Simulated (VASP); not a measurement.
All values below come from PBE GGA with D4 dispersion, VASP's PBE PAW potentials (set 64) (plane waves; VASP).

The input files of a VASP run:

### KPOINTS
```
Automatic mesh
0
G
 8 8 8
0 0 0
```

### POSCAR
```
CuI
4.307150
  0.0000000000   0.7071067619   0.7071067619
  0.7071067619   0.0000000000   0.7071067619
  0.7071067619   0.7071067619   0.0000000000
Cu I
1 1
direct
  0.0000000000   0.0000000000   0.0000000000
  0.2500000000   0.2500000000   0.2500000000
```

INCAR:
```
SYSTEM = CuI
PREC = Accurate
ENCUT = 520
EDIFF = 1E-7
NELM = 100
ALGO = Normal
LREAL = .FALSE.
LASPH = .TRUE.
ISMEAR = 0
SIGMA = 0.05
GGA = PE
IVDW = 13
LMAXMIX = 4
LWAVE = .FALSE.
LCHARG = .FALSE.
ISIF = 2
```

POTCAR, in this order: Cu I (PBE.64 set). Program: vasp_std.

Output of the run:

**OSZICAR**
```
       N       E                     dE             d eps       ncg     rms          rms(c)
DAV:   1     0.107803118730E+03    0.10780E+03   -0.79395E+03   754   0.148E+03
DAV:   2     0.240511032468E+01   -0.10540E+03   -0.99007E+02   754   0.270E+02
DAV:   3    -0.550149462540E+01   -0.79066E+01   -0.77830E+01  1035   0.862E+01
DAV:   4    -0.576376145665E+01   -0.26227E+00   -0.26211E+00   931   0.135E+01
DAV:   5    -0.577173646501E+01   -0.79750E-02   -0.79749E-02  1111   0.236E+00    0.514E+00
DAV:   6    -0.569749548332E+01    0.74241E-01   -0.33672E+00   806   0.524E+01    0.332E+00
DAV:   7    -0.556243068331E+01    0.13506E+00   -0.75736E-01   824   0.311E+01    0.166E+00
DAV:   8    -0.556516937552E+01   -0.27387E-02   -0.47846E-02  1098   0.368E+00    0.478E-01
DAV:   9    -0.556226365855E+01    0.29057E-02   -0.14445E-02   936   0.376E+00    0.149E-01
DAV:  10    -0.556242767449E+01   -0.16402E-03   -0.70109E-04   899   0.251E-01    0.671E-02
DAV:  11    -0.556246106055E+01   -0.33386E-04   -0.40260E-04   947   0.611E-01    0.334E-02
DAV:  12    -0.556245904816E+01    0.20124E-05   -0.33606E-05  1181   0.113E-01    0.284E-02
DAV:  13    -0.556245773105E+01    0.13171E-05   -0.23856E-06  1151   0.364E-02    0.155E-02
DAV:  14    -0.556245722941E+01    0.50163E-06   -0.82380E-06  1027   0.901E-02    0.274E-03
DAV:  15    -0.556245761116E+01   -0.38175E-06   -0.12339E-06   844   0.984E-03    0.491E-03
DAV:  16    -0.556245754998E+01    0.61176E-07   -0.34761E-08   457   0.264E-03
   1 F= -.62821982E+01 E0= -.62821982E+01  d E =-.100648E-11
```

### OUTCAR
```
------------------------ aborting loop because EDIFF is reached ----------------------------------------
  Edisp (eV):   -0.71974
  FORCE on cell =-STRESS in cart. coord.  units (eV):
  Direction    XX          YY          ZZ          XY          YZ          ZX
  --------------------------------------------------------------------------------------
  Total      -0.84940    -0.84940    -0.84940     0.00000    -0.00000    -0.00000
  in kB     -24.08609   -24.08609   -24.08609     0.00000    -0.00000    -0.00000
  external pressure =      -24.09 kB  Pullay stress =        0.00 kB
  volume of cell :       56.50
      direct lattice vectors                 reciprocal lattice vectors
     0.000000000  3.045614889  3.045614889    -0.164170461  0.164170461  0.164170461
     3.045614889  0.000000000  3.045614889     0.164170461 -0.164170461  0.164170461
     3.045614889  3.045614889  0.000000000     0.164170461  0.164170461 -0.164170461
  FREE ENERGIE OF THE ION-ELECTRON SYSTEM (eV)
  ---------------------------------------------------
  free  energy   TOTEN  =        -6.2821982263 eV

  energy  without entropy=       -6.2821982263  energy(sigma->0) =       -6.28219823
```
(Selected blocks of OUTCAR.)

The compound is CuI in the zinc blende structure. This cell is one point of a volume scan, at 1.06 of the reference volume.
